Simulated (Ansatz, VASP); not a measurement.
# YbS: VASP beside Ansatz, part 2 of 2

Aim: how closely do two programs agree when they are given the same cell, functional and k mesh? Of the first pair: The cell is taken from a series of runs on this material, whose earlier steps may have relaxed, scaled, displaced or heated it; both programs get it as it stands.

VASP 6.6.1 and Ansatz 0.2.0.

So far: Starting point; VASP: relaxation of cell and atoms, PBEsol, pair 1; Ansatz: relaxation of cell and atoms, PBEsol, pair 1.

## Step 4: Side by side

Known differences besides the potentials themselves: the cutoff is 420 eV in Ansatz and 600 eV in VASP; Ansatz makes its cores anew for this functional, VASP keeps those of its PBE data sets; Ansatz adds a Pulay correction to the stress that steers its cell, VASP none. Total energies have different zeros and are not compared.

Compared:

| quantity | Ansatz | VASP | difference |
| --- | --- | --- | --- |
| volume (Å³) | 40.81 | 40.74 | +0.17 % |
| edge a after relaxation, in the typed setting (Å) | 3.865 | 3.862 | +0.06 % |

## Step 5: VASP: relaxation of cell and atoms, PBEsol, pair 2

The relaxed volume is the usual yardstick between codes: in a stiff, nearly cubic crystal its relative difference is about their pressure difference at one cell divided by the bulk modulus. Its start cell is another than that of the pair before, and may be another structure of the material.

File INCAR:

```
SYSTEM = YbS
PREC = Accurate
ENCUT = 600
EDIFF = 1E-07
NELM = 200
ISMEAR = 0
SIGMA = 0.1
LREAL = .FALSE.
ALGO = Normal
GGA = PS
NBANDS = 21
LASPH = .TRUE.
LORBIT = 11
LWAVE = .FALSE.
LCHARG = .FALSE.
ISIF = 3
IBRION = 2
NSW = 80
EDIFFG = -0.005
GGA_COMPAT = .FALSE.
NELMIN = 4
LMAXMIX = 6
```

File POSCAR:

```
YbS
1.0
    0.0000000000      2.7311619697      2.7311619697
    2.7311619697      0.0000000000      2.7311619697
    2.7311619697      2.7311619697      0.0000000000
Yb S
1 1
Direct
    0.5000000000      0.5000000000      0.5000000000
    0.0000000000      0.0000000000      0.0000000000
```

File KPOINTS:

```
Automatic mesh
0
Gamma
16 16 16
0 0 0
```

Potentials, in the order of the species: Yb and S (PBE family, release 64).

The run is started by

```console
$ mpirun -np 1 vasp_std
```

Numbers of over 12 decimals in the logs are rounded to 6 here.

What it wrote:

```text
[banner, memory and clock lines left out]
running    1 mpi-ranks, on    1 nodes
[...]
[... a notice as in an earlier step ...]

 LDA part: xc-table for (Slater+PW92), standard interpolation
 POSCAR, INCAR and KPOINTS ok, starting setup
[...]
entering main loop
       N       E                     dE             d eps       ncg     rms          rms(c)
DAV:   1     0.177266581559E+03    0.17727E+03   -0.11685E+04  8486   0.100E+04
DAV:   2     0.150392828998E+02   -0.16223E+03   -0.15355E+03  8000   0.812E+02
DAV:   3    -0.869591429711E+01   -0.23735E+02   -0.23249E+02  8881   0.151E+02
DAV:   4    -0.125820425544E+02   -0.38861E+01   -0.38601E+01 11814   0.454E+01
[...]
DAV:  15    -0.127499923798E+02    0.60143E-05   -0.30693E-05 10198   0.134E-01    0.105E-01
DAV:  16    -0.127499919641E+02    0.41567E-06   -0.40715E-06 11154   0.299E-02    0.883E-03
DAV:  17    -0.127499920114E+02   -0.47304E-07   -0.55524E-07  9656   0.740E-03
   1 F= -.12749992E+02 E0= -.12747134E+02  d E =-.127500E+02
[... from here on, the cycles between the ionic steps are left out ...]
   2 F= -.12749983E+02 E0= -.12747131E+02  d E =0.858813E-05
   3 F= -.12749996E+02 E0= -.12747138E+02  d E =-.374618E-05
   4 F= -.12749994E+02 E0= -.12747136E+02  d E =-.208355E-05
[...]
reached required accuracy - stopping structural energy minimisation
```

OUTCAR, selected parts (step 5):

```text
  Total        0.0072665      0.0072665      0.0072665      0.0000000     -0.0000000      0.0000000
  in kB        0.2857829      0.2857829      0.2857829      0.0000000     -0.0000000      0.0000000
  external PRESSURE =       0.2857829 kB  Pullay stress =       0.0000000 kB

 POSITION                                       TOTAL-FORCE (eV/Angst)
 -----------------------------------------------------------------------------------
      2.73100      2.73100      2.73100        -0.000000      0.000000      0.000000
      0.00000      0.00000      0.00000         0.000000     -0.000000     -0.000000
 -----------------------------------------------------------------------------------
    total drift:                               -0.000000     -0.000000      0.000000

  FREE ENERGIE OF THE ION-ELECTRON SYSTEM (eV)
  ---------------------------------------------------
  free  energy   TOTEN  =       -12.7499940949 eV

  energy  without entropy=      -12.7442772972  energy(sigma->0) =      -12.74713570

[... 2 parts as in an earlier step ...]

[... 2 further parts left out ...]
[key lines of the parts left out:]
E-fermi :   4.9070
```

## Step 6: Ansatz: relaxation of cell and atoms, PBEsol, pair 2

Its own start cell and the same functional, mesh and smearing now go to Ansatz, which takes its cutoff from its data sets.

The two relaxations start from unlike cells of this crystal, so only their ends are compared.

File input.yaml:

```yaml
crystal:
  lattice:
    - [0.0, 2.8385, 2.8385]
    - [2.8385, 0.0, 2.8385]
    - [2.8385, 2.8385, 0.0]
  atoms:
    - { symbol: Yb, position: [0.5, 0.5, 0.5] }
    - { symbol: S, position: [0.0, 0.0, 0.0] }
kpoints:
  mp_grid: { grid: [16, 16, 16] }
hamiltonian:
  xc: pbesol
  pseudopotentials: { kind: paw, azcp: { folder: soft_1 }, xc_functional: pbe }
scf:
  occupations: { method: gaussian, width: 0.1 }
output:
  forces: true
  stress: true
  eigenvalues: true
relax:
  adjacent_minimum: "off"
  f_tol: 0.005
  max_steps: 80
  cell: { stress_tol: 0.05 }
```

The run is started by

```console
$ ansatz run input.yaml --threads 4 --pin off --max-ram 8192MiB --backend cpu --events-out ev --progress --plain --runs-dir out
```

What it wrote:

```text
[...]
Crystal: 2 atoms, lattice volume = 45.740 Å³
Basis set: ecut = 420 eV, 893 PW (Γ), exchange–correlation on 54×54×54 points (8 copies of the dense FFT grid, shifted against one another)
Bands: 19, of which v1, the nominal top of the filled ones, is band 15 counted from 1 (14 counted from 0)
Symmetry: 48 space group operations
[...]
k-points: 145 of 4096
[...]
k-point 144: bands = [... 11 lower, 12.9335, 12.9543, 12.9967, 13.0275, 15.9213, 15.9213, 17.1191, 19.0776]
--- Relaxed structure (5 steps of the walk, 5 accepted, 2 SCFs on fresh bases) ---
[...]
cell:  # Å, volume = 40.8141 Å³
    - [0, 2.732708, 2.732708]
    - [2.732708, 0, 2.732708]
    - [2.732708, 2.732708, 0]
  atoms:
    - { symbol: Yb, position: [0.5, 0.5, 0.5] }
    - { symbol: S, position: [0, 0, 0] }
[key lines of the parts left out:]
SCF converged after 8 iterations
Free energy (F): -14566.130451 eV
Fermi energy:    13.275253 eV
P = ⅓ Tr σ = -0.0019 GPa (-0.019 kbar)
```

## Step 7: Differences

The two programs side by side:

```
                                         quantity  Ansatz   VASP  difference
                                      volume (Å³)   40.81  40.74     +0.19 %
edge a after relaxation, in the typed setting (Å)   3.865  3.862     +0.06 %
```

## Step 8: Summary of results

| Property | Result |
| --- | --- |
| difference in volume (relaxation of cell and atoms, PBEsol, pair 1) | 0.17 % |
| difference in volume (relaxation of cell and atoms, PBEsol, pair 2) | 0.19 % |

In words: The difference in volume is 0.19 % (relaxation of cell and atoms, PBEsol, pair 2), within the 1.2 % picked in this series as the mark of a large difference, as far as the stopping tolerances let one tell. Such differences can come from data sets, numerical settings and the points named under the comparisons, not from the functional's error against experiment.

[Lines on the potential files, build, host, timing and source positions are cut from VASP's logs without a mark.]

[Logs are printed without paths, hosts, clocks, repeated set-up lines and the standing remarks that a program may print on its own settings, such as how far it seeks lower states.]

[Hosts, paths, dates, database ids (printed as entryN), source tags and the programs' standing remarks are cut or masked in the printed files.]
